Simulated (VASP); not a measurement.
Data:

```
CELL_PARAMETERS angstrom
      0.00000     2.25914     2.25914
      2.25914     0.00000     2.25914
      2.25914     2.25914     0.00000
ATOMIC_POSITIONS crystal
  Ga 0.00000 0.00000 0.00000
  N  0.25000 0.25000 0.25000
```

All values below come from PBE GGA with D3 dispersion (Becke-Johnson damping), VASP's PBE PAW potentials (set 64) (plane waves; VASP). Run with 520 eV cut-off, 11×11×11 Γ-centred mesh, tetrahedra with Blöchl corrections, potentials Ga_d N.

Task: What does the run give for the energy per atom (σ→0), band gap (on the k-mesh) with the smallest direct gap where there is one?

Result: 
```yaml
band gap (on the k-mesh): 1.68 eV
smallest direct gap (on the k-mesh): 1.68 eV
energy per atom (σ→0): -6326 meV/atom
```

The compound is GaN in the zinc blende structure, a metastable form; wurtzite is the usual one. It was relaxed first.
